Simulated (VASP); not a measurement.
A VASP calculation is set up with these files.

### INCAR
```
! general
SYSTEM =SnO
PREC   =Accurate
ENCUT  =620   ! plane-wave cut-off (eV)
LREAL  =F   ! projection in real space or not
LASPH  =T

! electronic loop
EDIFF  =1E-6   ! SCF stop (eV)
NELM   =100   ! most electronic steps
ALGO   =Normal
LMAXMIX=4

! smearing
ISMEAR =0
SIGMA  =0.05   ! width (eV)

! functional
GGA    =PS   ! PBEsol

! ions
IBRION =2
NSW    =40   ! most ionic steps
ISIF   =3   ! ions, shape and volume
EDIFFG =-0.02

! output
LWAVE  =F
LCHARG =F
```

File KPOINTS:
```
Automatic mesh
0
Gamma
8 8 3
0 0 0
```

POSCAR:
```
SnO
1
    3.2935867703     0.0000000000     0.0000000000
   -1.6467933851     2.8523298630     0.0000000000
    0.0000000000     0.0000000000     8.2985029850
Sn O
2 2
Direct
  0.3333330000   0.6666670000   0.0027974846
  0.6666670000   0.3333330000   0.5027974846
  0.3333330000   0.6666670000   0.3722025154
  0.6666670000   0.3333330000   0.8722025154
```

POTCAR, in this order: Sn_d O (PBE.64 set). Program: vasp_std.

Question: Translate this PBEsol calculation to Ansatz.

Answer: One equivalent input (not run):
Ansatz 0.2 input:
```yaml
crystal:
  lattice:
    - [3.2935868, 0.0000000, 0.0000000]
    - [-1.6467934, 2.8523299, 0.0000000]
    - [0.0000000, 0.0000000, 8.2985030]
  atoms:
    - { symbol: Sn, position: [0.3333330, 0.6666670, 0.0027975] }
    - { symbol: Sn, position: [0.6666670, 0.3333330, 0.5027975] }
    - { symbol: O, position: [0.3333330, 0.6666670, 0.3722025] }
    - { symbol: O, position: [0.6666670, 0.3333330, 0.8722025] }
kpoints:
  mp_grid: { grid: [8, 8, 3] }
hamiltonian:
  xc: pbesol
  pseudopotentials: { kind: paw }
scf:
  occupations: { method: gaussian, width: 0.05 }
  max_iter: 100
relax:
  max_steps: 40
  f_tol: 0.02
  cell: {}
output: { forces: true, stress: true, eigenvalues: true }
```
Limits of the translation: each code has its own PAW files, so the cut-off isn't converted (ENCUT is set for VASP's; basis.ecutwfc is left out, and Ansatz then takes the one that its files recommend); Ansatz stops its SCF on the density residual and VASP on the energy change (EDIFF).

The structure was generated: SnO was put into the wurtzite type (P6_3mc), which need not be its known phase. This run relaxes it. Symmetry was kept, so distortions that lower it aren't found.
